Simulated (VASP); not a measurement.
```xyz
4
Lattice="3.8952 0.0000 0.0000 0.0000 3.8952 0.0000 0.0000 0.0000 3.8952" Properties=species:S:1:pos:R:3 pbc="T T T"
Ti     0.0000     0.0000     0.0000
Pt     0.0000     1.9476     1.9476
Pt     1.9476     0.0000     1.9476
Pt     1.9476     1.9476     0.0000
```

Calculation: MS2 meta-GGA, VASP's PBE PAW potentials (set 64) (plane waves; VASP 6.6.1). Run with 520 eV cut-off, 9×9×9 Γ-centred mesh, tetrahedra with Blöchl corrections, potentials Ti_sv Pt.

### Question
Give the energies of bands 11 to 24 at the high-symmetry points, in eV from the Fermi level.

### Answer

| band | Γ | X | M | R |
|---|---|---|---|---|
| 11 | -6.92 | -5.25 | -5.02 | -4.63 |
| 12 | -3.73 | -4.84 | -5.02 | -3.79 |
| 13 | -3.73 | -4.53 | -4.52 | -3.79 |
| 14 | -3.73 | -4.53 | -4.52 | -3.79 |
| 15 | -1.79 | -3.73 | -4.30 | -3.13 |
| 16 | -1.79 | -3.27 | -3.32 | -3.13 |
| 17 | -0.59 | -2.77 | -3.26 | -1.20 |
| 18 | 0.02 | -2.77 | -3.26 | -0.96 |
| 19 | 0.02 | -2.73 | -2.58 | -0.96 |
| 20 | 0.02 | -1.48 | -2.40 | -0.96 |
| 21 | 1.36 | -0.24 | -2.33 | -0.50 |
| 22 | 1.36 | -0.24 | 0.20 | -0.50 |
| 23 | 1.36 | 0.03 | 0.20 | -0.50 |
| 24 | 1.52 | 0.57 | 0.51 | 1.21 |

It has no gap at this level: it comes out as a metal or semimetal.

The compound is Pt3Ti in the L1_2 structure. It was relaxed first.
